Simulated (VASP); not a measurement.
Given:

```
CELL_PARAMETERS angstrom
      0.00000     1.99619     1.99619
      1.99619     0.00000     1.99619
      1.99619     1.99619     0.00000
ATOMIC_POSITIONS crystal
  Li 0.00000 0.00000 0.00000
  F  0.50000 0.50000 0.50000
```

The numbers are results of LDA (Ceperley-Alder, Perdew-Zunger), VASP's LDA PAW potentials (set 64) (plane waves; VASP), not measurements. Run with 400 eV cut-off, 14×14×14 Γ-centred mesh, Gaussian smearing of 0.010 eV, potentials Li_sv F.

At this cut-off the stress carries a Pulay error, which pulls relaxed volumes low.

Question: What does the run give for the energy per atom (σ→0), pressure, band gap (on the k-mesh) with the smallest direct gap where there is one?

Answer: 
- band gap (on the k-mesh): 9.31 eV
- smallest direct gap (on the k-mesh): 9.32 eV
- energy per atom (σ→0): -5.278 eV/atom
- pressure: -17.75 GPa

The structure comes from a computed database's LiF entry; how it stands against other phases isn't given here. The cell was not relaxed at this level.
